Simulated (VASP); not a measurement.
TiTe2: relaxation of cell and atoms with LDA

Crystal: TiTe2.

```
CELL_PARAMETERS angstrom
3.77700 0.00000 0.00000
-1.88850 3.27098 0.00000
0.00000 0.00000 6.49800
ATOMIC_POSITIONS crystal
Ti 0.00000 0.00000 0.00000
Te 0.66667 0.33333 0.26280
Te 0.33333 0.66667 0.73720
```

```
Program                : VASP 6.6.1
Task                   : relaxation of cell and atoms
Functional             : LDA
Potentials or basis    : VASP PAW LDA potentials, release 64 (Ti_sv, Te)
Cutoff                 : 520 eV
k mesh                 : 9 × 9 × 6
Occupations            : gaussian, width 0.02 eV
Spin                   : no spin polarisation
Further INCAR settings : ALGO = Normal; EDIFF = 1e-07; IBRION = 2; EDIFFG = -0.002; NSW = 80; ISIF = 3
```

* Relaxed volume: 24.57 Å³/atom
* Relaxed cell: a = 3.670 Å, b = 3.670 Å, c = 6.321 Å, α = 90.00°, β = 90.00°, γ = 120.00°
* Space group after relaxing (to 0.05 Å): P-3m1 (No. 164)
* Energy gained by relaxing: 25.6 meV/atom
* Ionic steps: 21
* Pressure after relaxing: 0.0 GPa
* Band gap on the k mesh: none (metal or under the smearing width)

Step by step:
| step | energy change (eV) | largest force (eV/Å) | pressure (GPa) | volume (Å³) |
| --- | --- | --- | --- | --- |
| 1 | 0.0000 | 0.2703 | -4.04 | 80.28 |
| 2 | -0.0227 | 0.7578 | 3.55 | 72.69 |
| 3 | -0.0605 | 0.2746 | -0.15 | 75.90 |
| 4 | -0.0681 | 0.1986 | -0.12 | 75.37 |
| 5 | -0.0732 | 0.0811 | -0.07 | 74.58 |
| 6 | -0.0734 | 0.0501 | -0.05 | 74.38 |
| 7 | -0.0747 | 0.0401 | -0.02 | 74.19 |
| 8 | -0.0767 | 0.0046 | 0.10 | 73.62 |
| 9 | -0.0767 | 0.0012 | 0.11 | 73.56 |
| 10 | -0.0766 | 0.0398 | -0.26 | 73.91 |
| 11 | -0.0768 | 0.0116 | -0.01 | 73.67 |
| 12 | -0.0768 | 0.0015 | 0.00 | 73.70 |
| 13 | -0.0768 | 0.0019 | 0.01 | 73.70 |
| 14 | -0.0768 | 0.0021 | -0.01 | 73.70 |
| 15 | -0.0768 | 0.0070 | 0.00 | 73.68 |
| 16 | -0.0768 | 0.0026 | 0.00 | 73.69 |
| 17 | -0.0768 | 0.0024 | 0.01 | 73.70 |
| 18 | -0.0768 | 0.0032 | -0.01 | 73.72 |
| 19 | -0.0768 | 0.0032 | -0.01 | 73.72 |
| 20 | -0.0768 | 0.0025 | -0.01 | 73.72 |
| 21 | -0.0768 | 0.0003 | 0.00 | 73.72 |

Final structure:
```yaml
crystal:
  lattice:
    - [3.66993, 0.00000, 0.00000]
    - [-1.83497, 3.17825, 0.00000]
    - [0.00000, 0.00000, 6.32058]
  atoms:
    - { symbol: Ti, position: [0.00000, 0.00000, 0.00000] }
    - { symbol: Te, position: [0.66667, 0.33333, 0.27006] }
    - { symbol: Te, position: [0.33333, 0.66667, 0.72994] }
```

Levels at points of the mesh, in eV from the Fermi level:
```
           k point  band 10  band 11  band 12  band 13  band 14  band 15
(0.00, 0.00, 0.00)     0.24     0.44     0.44     0.83     1.37     1.37
(0.00, 0.00, 0.50)    -1.54     0.43     0.43     0.93     0.93     1.16
```

Wall time 5.7 min on 1 thread of Intel(R) Xeon(R) 6975P-C (Granite Rapids), with other jobs on the host, peak memory 0.22 GiB.

The run has no spin-orbit coupling, so splittings on Te are missing. LDA usually gives volumes a few per cent too small.
